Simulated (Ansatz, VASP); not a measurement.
# NiP3 (NiP3 (Im-3)): VASP beside Ansatz

Wanted: the spread between two codes on one cell, functional and k mesh. The cell is taken from a series of runs on this material, whose earlier steps may have relaxed, scaled, displaced or heated it; both programs get it as it stands.

Main program and level: Ansatz 0.2.0; plane waves, with VASP 6.6.1 beside it; relaxation of cell and atoms at r2SCAN.

### Step 1. Set-up

The structure is cubic, space group Im-3 (No. 204). The conventional cell has a = 7.789 Å, b = 7.789 Å, c = 7.789 Å, α = 90.00°, β = 90.00°, γ = 90.00°. Ni has 6 P at 2.28 Å nearest. Nearest to P lie 2 P at 2.22 to 2.24 Å and 2 Ni at 2.28 Å. Farther neighbours are not listed.

Structure file:

```cif
data_structure
_symmetry_space_group_name_H-M 'P 1'
_symmetry_Int_Tables_number 1
_cell_length_a 6.7451
_cell_length_b 6.7451
_cell_length_c 6.7451
_cell_angle_alpha 109.471
_cell_angle_beta 109.471
_cell_angle_gamma 109.471
_cell_volume 236.23
loop_
_atom_site_label
_atom_site_type_symbol
_atom_site_fract_x
_atom_site_fract_y
_atom_site_fract_z
_atom_site_occupancy
Ni1 Ni 0.50000 0.00000 0.00000 1
Ni2 Ni 0.50000 0.50000 0.50000 1
Ni3 Ni 0.00000 0.50000 0.00000 1
Ni4 Ni 0.00000 0.00000 0.50000 1
P5 P 0.14220 0.78597 0.64377 1
P6 P 0.14220 0.49843 0.35623 1
P7 P 0.85780 0.50157 0.64377 1
P8 P 0.35623 0.14220 0.49843 1
P9 P 0.85780 0.21403 0.35623 1
P10 P 0.64377 0.14220 0.78597 1
P11 P 0.50157 0.64377 0.85780 1
P12 P 0.64377 0.85780 0.50157 1
P13 P 0.49843 0.35623 0.14220 1
P14 P 0.35623 0.85780 0.21403 1
P15 P 0.21403 0.35623 0.85780 1
P16 P 0.78597 0.64377 0.14220 1
```

### Step 2. VASP: relaxation of cell and atoms, r2SCAN

The relaxed volume is the usual yardstick between codes: in a stiff, nearly cubic crystal its relative difference is about their pressure difference at one cell divided by the bulk modulus.

Lines of VASP's logs that name or quote its potential files are left out, and so is its time.

Contents of INCAR:

```
SYSTEM = NiP3
PREC = Accurate
ENCUT = 660
EDIFF = 1E-07
NELM = 120
ISMEAR = -1
SIGMA = 0.05
LREAL = .FALSE.
ALGO = Normal
METAGGA = R2SCAN
LASPH = .TRUE.
NBANDS = 66
LORBIT = 11
LWAVE = .FALSE.
LCHARG = .FALSE.
ISIF = 3
IBRION = 2
NSW = 80
EDIFFG = -0.005
GGA_COMPAT = .FALSE.
NELMIN = 4
LMIXTAU = .TRUE.
KPAR = 4
```

Contents of POSCAR:

```
NiP3
1.0
   -3.8942850000      3.8942850000      3.8942850000
    3.8942850000     -3.8942850000      3.8942850000
    3.8942850000      3.8942850000     -3.8942850000
Ni P
4 12
Direct
    0.5000000000      0.0000000000      0.0000000000
    0.5000000000      0.5000000000      0.5000000000
    0.0000000000      0.5000000000      0.0000000000
    0.0000000000      0.0000000000      0.5000000000
    0.1421996592      0.7859724892      0.6437728299
    0.1421996592      0.4984268293      0.3562271701
    0.8578003408      0.5015731707      0.6437728299
    0.3562271701      0.1421996592      0.4984268293
    0.8578003408      0.2140275108      0.3562271701
    0.6437728299      0.1421996592      0.7859724892
    0.5015731707      0.6437728299      0.8578003408
    0.6437728299      0.8578003408      0.5015731707
    0.4984268293      0.3562271701      0.1421996592
    0.3562271701      0.8578003408      0.2140275108
    0.2140275108      0.3562271701      0.8578003408
    0.7859724892      0.6437728299      0.1421996592
```

Contents of KPOINTS:

```
Automatic mesh
0
Gamma
7 7 7
0 0 0
```

Potentials, in the order of the species: Ni and P (PBE family, release 64).

On the command line:

```
mpirun -np 4 vasp_std
```

Numbers of over 12 decimals in the logs are rounded to 6 here.

The log of the run:

```text
[banner, memory and clock lines left out]
running    4 mpi-ranks, on    1 nodes
 distrk:  each k-point on    1 cores,    4 groups
 distr:  one band on    1 cores,    1 groups

 POSCAR found type information on POSCAR NiP
 POSCAR found :  2 types and      16 ions
|                                                                             |
|               ----> ADVICE to this user running VASP <----                  |
|                                                                             |
|     You enforced a specific xc type in the INCAR file but a different       |
|     [... a line on the potential file left out ...]
|     I HOPE YOU KNOW WHAT YOU ARE DOING!                                     |
|                                                                             |

 LDA part: xc-table for (None), standard interpolation
 POSCAR, INCAR and KPOINTS ok, starting setup
 FFT: planning ... GRIDC
 FFT: planning ... GRID_SOFT
 FFT: planning ... GRID
 WAVECAR not read
 entering main loop
       N       E                     dE             d eps       ncg     rms          rms(c)
DAV:   1     0.820465922567E+03    0.82047E+03   -0.49559E+04  3168   0.190E+03
DAV:   2    -0.585580656917E+02   -0.87902E+03   -0.83748E+03  3176   0.436E+02
DAV:   3    -0.176882017640E+03   -0.11832E+03   -0.11107E+03  3652   0.161E+02
DAV:   4    -0.185368034350E+03   -0.84860E+01   -0.82846E+01  3952   0.402E+01
DAV:   5    -0.185728904529E+03   -0.36087E+00   -0.35984E+00  4352   0.824E+00    0.378E+01
DAV:   6    -0.197511233616E+03   -0.11782E+02   -0.24331E+02  3802   0.201E+02    0.654E+01
DAV:   7    -0.161932419081E+03    0.35579E+02   -0.66144E+01  4020   0.116E+02    0.212E+01
DAV:   8    -0.160129216858E+03    0.18032E+01   -0.29683E+01  4864   0.597E+01    0.106E+01
DAV:   9    -0.160343297800E+03   -0.21408E+00   -0.61772E+00  3864   0.130E+01    0.342E+00
DAV:  10    -0.160859733161E+03   -0.51644E+00   -0.68933E-01  4240   0.559E+00    0.182E+00
DAV:  11    -0.160773125853E+03    0.86607E-01   -0.10540E-01  3520   0.152E+00    0.650E-01
DAV:  12    -0.160834495098E+03   -0.61369E-01   -0.23032E-01  3288   0.225E+00    0.569E-01
DAV:  13    -0.160859704563E+03   -0.25209E-01   -0.27229E-02  3456   0.104E+00    0.304E-01
DAV:  14    -0.160860669315E+03   -0.96475E-03   -0.48971E-03  3670   0.294E-01    0.165E-01
DAV:  15    -0.160860454702E+03    0.21461E-03   -0.18737E-03  4558   0.406E-01    0.604E-02
DAV:  16    -0.160860943470E+03   -0.48877E-03   -0.33159E-04  3728   0.142E-01    0.280E-02
DAV:  17    -0.160860946405E+03   -0.29349E-05   -0.11051E-04  3518   0.612E-02    0.346E-02
DAV:  18    -0.160860981595E+03   -0.35190E-04   -0.92245E-05  3552   0.523E-02    0.107E-02
DAV:  19    -0.160860993701E+03   -0.12105E-04   -0.15702E-05  3822   0.279E-02    0.596E-03
DAV:  20    -0.160860995212E+03   -0.15114E-05   -0.30387E-06  3632   0.819E-03    0.167E-03
DAV:  21    -0.160860996619E+03   -0.14072E-05   -0.10795E-06  3568   0.547E-03    0.140E-03
DAV:  22    -0.160860995979E+03    0.63993E-06   -0.96515E-08  2264   0.272E-03    0.443E-04
DAV:  23    -0.160860996132E+03   -0.15253E-06   -0.38534E-08  1912   0.166E-03    0.423E-04
DAV:  24    -0.160860996167E+03   -0.35104E-07   -0.72088E-09  1884   0.637E-04
   1 F= -.16086100E+03 E0= -.16083111E+03  d E =-.160861E+03
 curvature:   0.00 expect dE= 0.000E+00 dE for cont linesearch  0.000E+00
 trial: gam= 0.00000 g(F)=  0.217E-03 g(S)=  0.653E-05 ort = 0.000E+00 (trialstep = 0.100E+01)
 search vector abs. value=  0.223E-03
 bond charge predicted
       N       E                     dE             d eps       ncg     rms          rms(c)
DAV:   1    -0.160861062378E+03   -0.66247E-04   -0.71664E-03  4100   0.402E-01    0.990E-02
DAV:   2    -0.160861306224E+03   -0.24385E-03   -0.18691E-03  4376   0.551E-01    0.133E-01
DAV:   3    -0.160861093988E+03    0.21224E-03   -0.64435E-04  4022   0.407E-01    0.278E-02
DAV:   4    -0.160861100463E+03   -0.64754E-05   -0.58952E-05  3644   0.345E-02    0.183E-02
DAV:   5    -0.160861097734E+03    0.27286E-05   -0.76917E-06  4616   0.413E-02    0.845E-03
DAV:   6    -0.160861098026E+03   -0.29196E-06   -0.44608E-06  4510   0.163E-02    0.320E-03
DAV:   7    -0.160861098153E+03   -0.12672E-06   -0.65771E-07  3784   0.624E-03    0.230E-03
DAV:   8    -0.160861098564E+03   -0.41115E-06   -0.44747E-07  3320   0.306E-03    0.150E-03
DAV:   9    -0.160861098368E+03    0.19600E-06   -0.20568E-07  2052   0.358E-03    0.125E-03
DAV:  10    -0.160861098575E+03   -0.20681E-06   -0.10938E-07  1744   0.378E-03    0.220E-04
DAV:  11    -0.160861098535E+03    0.40084E-07   -0.15074E-08  1722   0.645E-04
   2 F= -.16086110E+03 E0= -.16083107E+03  d E =-.102368E-03
 trial-energy change:   -0.000102  1 .order   -0.000103   -0.000223    0.000017
 step:   0.9275(harm=  0.9285)  dis= 0.00084  next Energy=  -160.861099 (dE=-0.103E-03)
 reached required accuracy - stopping structural energy minimisation
```

OUTCAR, selected parts (step 2):

```text
ion  position               nearest neighbor table
   1  0.500  0.000  0.000-  10 2.28  14 2.28  13 2.28  11 2.28   5 2.28   9 2.28
   2  0.500  0.500  0.500-   6 2.28   7 2.28   8 2.28  11 2.28  12 2.28  13 2.28
   3  0.000  0.500  0.000-  15 2.28  16 2.28   6 2.28   7 2.28  10 2.28  14 2.28
   4  0.000  0.000  0.500-   5 2.28   9 2.28   8 2.28  12 2.28  15 2.28  16 2.28
   5  0.142  0.786  0.644-   7 2.22   6 2.24   4 2.28   1 2.28
   6  0.142  0.498  0.356-   9 2.22   5 2.24   2 2.28   3 2.28
   7  0.858  0.502  0.644-   5 2.22   9 2.24   2 2.28   3 2.28
   8  0.356  0.142  0.498-  14 2.22  10 2.24   2 2.28   4 2.28
   9  0.858  0.214  0.356-   6 2.22   7 2.24   4 2.28   1 2.28
  10  0.644  0.142  0.786-  12 2.22   8 2.24   1 2.28   3 2.28
  11  0.502  0.644  0.858-  16 2.22  15 2.24   1 2.28   2 2.28
  12  0.644  0.858  0.502-  10 2.22  14 2.24   2 2.28   4 2.28
  13  0.498  0.356  0.142-  15 2.22  16 2.24   1 2.28   2 2.28
  14  0.356  0.858  0.214-   8 2.22  12 2.24   1 2.28   3 2.28
  15  0.214  0.356  0.858-  13 2.22  11 2.24   3 2.28   4 2.28
  16  0.786  0.644  0.142-  11 2.22  13 2.24   3 2.28   4 2.28

  LATTYP: Found a body centered cubic cell.
 ALAT       =     7.7885700000

 Subroutine GETGRP returns: Found 24 space group operations
 (whereof 24 operations were pure point group operations)

The static configuration has the point symmetry T_h .

 Found     24 irreducible k-points:

   k-points           NKPTS =     24   k-points in BZ     NKDIM =     24   number of bands    NBANDS=     66

   dimension x,y,z NGX =    60 NGY =   60 NGZ =   60
   dimension x,y,z NGXF=   120 NGYF=  120 NGZF=  120

   ENCUT  =  660.0 eV  48.51 Ry    6.96 a.u.  14.13 14.13 14.13*2*pi/ulx,y,z

   NELECT =     100.0000    total number of electrons

 k-points in reciprocal lattice and weights: Automatic mesh
   0.00000000  0.00000000  0.00000000       0.003
   0.14285714  0.00000000  0.00000000       0.035
   0.28571429  0.00000000  0.00000000       0.035
   0.42857143  0.00000000  0.00000000       0.035
   0.14285714  0.14285714  0.00000000       0.070
   0.28571429  0.14285714  0.00000000       0.070
   0.42857143  0.00000000 -0.28571429       0.070
   0.42857143  0.14285714  0.00000000       0.070
   0.28571429  0.28571429  0.00000000       0.070
[...]
-0.42857143 -0.42857143  0.28571429       0.023
  -0.42857143  0.42857143  0.42857143       0.017

 average (electrostatic) potential at core
       1 -88.9814       2 -88.9814       3 -88.9814       4 -88.9814       5 -83.8479
       6 -83.8479       7 -83.8479       8 -83.8479       9 -83.8479      10 -83.8479
      11 -83.8479      12 -83.8479      13 -83.8479      14 -83.8479      15 -83.8479
      16 -83.8479

 E-fermi :   8.7094

 k-point     1 :       0.0000    0.0000    0.0000
  band No.  band energies     occupation
    ...
     48       8.0339      2.00000
     49       8.0339      2.00000
     50       8.7217      0.87698
     51       8.7217      0.87698
     52       8.7217      0.87698
     53       9.2134      0.00008
     54      10.2704      0.00000
     55      10.2704      0.00000
     56      10.2704      0.00000
     57      10.5319      0.00000
    ...

 k-point     2 :       0.1429    0.0000    0.0000
  band No.  band energies     occupation
    ...
     46       6.6729      2.00000
     47       6.7809      2.00000
     48       8.0367      2.00000
     49       8.1438      1.99998
     50       8.3980      1.99606
     51       8.9404      0.01949
     52       9.1931      0.00013
     53       9.2427      0.00005
     54       9.9370      0.00000
     55      10.2218      0.00000
    ...

 k-point     3 :       0.2857    0.0000    0.0000
  band No.  band energies     occupation
    ...
     46       6.4845      2.00000
     47       6.5549      2.00000
     48       7.6839      2.00000
     49       8.0949      1.99999
     50       8.3923      1.99648
     51       9.0938      0.00092
     52       9.3504      0.00001
     53       9.8016      0.00000
     54       9.9231      0.00000
     55      10.3019      0.00000
    ...

  Total       -0.0406868     -0.0406868     -0.0406868      0.0000000     -0.0000000     -0.0000000
  in kB       -0.2758768     -0.2758768     -0.2758768      0.0000000     -0.0000000     -0.0000000
  external PRESSURE =      -0.2758768 kB  Pullay stress =       0.0000000 kB

  energy-cutoff  :      660.00
  volume of cell :      236.29
      direct lattice vectors                 reciprocal lattice vectors
    -3.894600587  3.894600587  3.894600587     0.000000000  0.128382870  0.128382870
     3.894600587 -3.894600587  3.894600587     0.128382870  0.000000000  0.128382870
     3.894600587  3.894600587 -3.894600587     0.128382870  0.128382870  0.000000000

 POSITION                                       TOTAL-FORCE (eV/Angst)
 -----------------------------------------------------------------------------------
      5.84190      1.94730      1.94730         0.000000     -0.000000     -0.000000
      1.94730      1.94730      1.94730         0.000000     -0.000000     -0.000000
      1.94730      5.84190      1.94730         0.000000     -0.000000     -0.000000
      1.94730      1.94730      5.84190         0.000000     -0.000000     -0.000000
      5.01538     -0.00000      1.10739        -0.001068     -0.000000     -0.001548
      2.77382      0.00000      1.10739         0.001068     -0.000000     -0.001548
      1.12078      3.89460      2.78721        -0.001068     -0.000000      0.001548
      1.10739      2.77382      0.00000        -0.001548      0.001068     -0.000000
     -1.12078      3.89460      2.78721         0.001068     -0.000000      0.001548
      1.10739      5.01538     -0.00000        -0.001548     -0.001068     -0.000000
      3.89460      2.78721      1.12078         0.000000      0.001548     -0.001068
      2.78721      1.12078      3.89460         0.001548     -0.001068     -0.000000
      0.00000      1.10739      2.77382         0.000000     -0.001548      0.001068
      2.78721     -1.12078      3.89460         0.001548      0.001068     -0.000000
      3.89460      2.78721     -1.12078         0.000000      0.001548      0.001068
     -0.00000      1.10739      5.01538         0.000000     -0.001548     -0.001068
 -----------------------------------------------------------------------------------
    total drift:                                0.000000     -0.000000      0.000000

  FREE ENERGIE OF THE ION-ELECTRON SYSTEM (eV)
  ---------------------------------------------------
  free  energy   TOTEN  =      -160.8610985349 eV

  energy  without entropy=     -160.8010508352  energy(sigma->0) =     -160.83107469

 reached required accuracy - stopping structural energy minimisation

 total charge
# of ion       s       p       d       tot
------------------------------------------
    1        0.527   0.754   8.389   9.671
    2        0.527   0.754   8.389   9.671
    3        0.527   0.754   8.389   9.671
    4        0.527   0.754   8.389   9.671
    5        1.046   1.410   0.000   2.456
    6        1.046   1.410   0.000   2.456
    7        1.046   1.410   0.000   2.456
    8        1.046   1.410   0.000   2.456
    9        1.046   1.410   0.000   2.456
   10        1.046   1.410   0.000   2.456
   11        1.046   1.410   0.000   2.456
   12        1.046   1.410   0.000   2.456
   13        1.046   1.410   0.000   2.456
   14        1.046   1.410   0.000   2.456
   15        1.046   1.410   0.000   2.456
   16        1.046   1.410   0.000   2.456
--------------------------------------------------
tot         14.657  19.937  33.556  68.149

[... 3 further parts left out ...]
```

CONTCAR:

```
NiP3
   1.00000000000000
    -3.8946005868380671    3.8946005868380671    3.8946005868380671
     3.8946005868380671   -3.8946005868380671    3.8946005868380671
     3.8946005868380671    3.8946005868380671   -3.8946005868380671
  Ni              P
     4    12
Direct
     0.5000000000000000    1.0000000000000000    1.0000000000000000
     0.5000000000000000    0.5000000000000000    0.5000000000000000
     1.0000000000000000    0.5000000000000000    1.0000000000000000
     1.0000000000000000    1.0000000000000000    0.5000000000000000
     0.1421699420059995    0.7860588425914448    0.6438889004854507
     0.1421699420059995    0.4982810415205489    0.3561110995145494
     0.8578300579940006    0.5017189584794511    0.6438889004854507
     0.3561110995145494    0.1421699420059995    0.4982810415205489
     0.8578300579940006    0.2139411574085552    0.3561110995145494
     0.6438889004854507    0.1421699420059995    0.7860588425914448
     0.5017189584794511    0.6438889004854507    0.8578300579940006
     0.6438889004854507    0.8578300579940006    0.5017189584794511
     0.4982810415205489    0.3561110995145494    0.1421699420059995
     0.3561110995145494    0.8578300579940006    0.2139411574085552
     0.2139411574085552    0.3561110995145494    0.8578300579940006
     0.7860588425914448    0.6438889004854507    0.1421699420059995
```

The PAW data sets were made with PBE, which is usual practice but a small mismatch for other functionals. The run keeps the 24 symmetry operations of its start, so it cannot find a distortion of lower symmetry.

[end of part 1 of 2]

[Lines on the potential files, build, host, timing and source positions are cut from VASP's logs without a mark.]

[Logs are printed without paths, hosts, clocks, repeated set-up lines and the standing remarks that a program may print on its own settings, such as how far it seeks lower states.]

[Hosts, paths, dates, database ids (printed as entryN), source tags and the programs' standing remarks are cut or masked in the printed files.]
